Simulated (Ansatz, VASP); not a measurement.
## Two plane-wave programs on SrCa

```xyz
2
Lattice="2.0674 1.1936 6.7350 -2.0674 1.1936 6.7350 0.0000 -2.3872 6.7350" Properties=species:S:1:pos:R:3 pbc="T T T"
Sr    0.0000    0.0000   10.1025
Ca    0.0000    0.0000    0.0000
```

The cell comes from a database or a generator and needn't be the stable form of this composition.

Alike in both runs: task single point; functional LDA; k mesh 6 × 6 × 6; occupations gaussian, width 0.1 eV; no spin polarisation.

|  | VASP | Ansatz |
| --- | --- | --- |
| version | VASP 6.6.1 | Ansatz 0.2.0 |
| potentials or method | VASP PAW LDA potentials, release 64 (Sr_sv, Ca_sv) | scalar-relativistic, plane waves, PAW |
| plane-wave cutoff (eV) | 520 | 420 |
| valence electrons in the cell | 20 | 20 |

```tsv
	VASP	Ansatz	Ansatz less VASP
gap on the k mesh at the Fermi level (eV)	none	none	-
pressure (GPa)	-1.8	-1.8	+0.01
largest component of the traceless stress (GPa)	0.10	0.09	-0.002
```

A gap of «none» marks a metal or a gap that the smearing closes.
